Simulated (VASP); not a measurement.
Data:

```xyz
3
Lattice="0.0000 3.1613 3.1613 3.1613 0.0000 3.1613 3.1613 3.1613 0.0000" Properties=species:S:1:pos:R:3 pbc="T T T"
Mg     1.5807     1.5807     1.5807
Mg     4.7420     4.7420     4.7420
Si     3.1613     0.0000     3.1613
```

Calculation: PBEsol GGA, VASP's PBE PAW potentials (set 64) (plane waves; VASP). Numerical set-up: 520 eV cut-off, Gaussian smearing of 0.050 eV, potentials Mg Si.

Q: Give the energies of bands 2 to 7 at the high-symmetry points, in eV from the valence-band maximum.

A: 
| band | Γ | X | U | L | W |
|---|---|---|---|---|---|
| 2 | 0.00 | -4.48 | -4.05 | -4.83 | -3.64 |
| 3 | 0.00 | -1.97 | -3.49 | -0.71 | -3.64 |
| 4 | 0.00 | -1.97 | -1.65 | -0.71 | -2.72 |
| 5 | 1.89 | 0.11 | 0.65 | 1.29 | 2.62 |
| 6 | 2.56 | 0.41 | 2.97 | 2.52 | 3.59 |
| 7 | 2.56 | 7.95 | 5.85 | 2.52 | 3.59 |

The gap is indirect, 0.11 eV, from the valence maximum at Γ to the conduction minimum at X.

Measured: gap 0.77 eV (computed value off by -0.66 eV), as given by Byungki Ryu et al., Journal of the Korean Physical Society (2019), arXiv:1905.06140.

The compound is Mg2Si in the antifluorite structure. It was relaxed first.
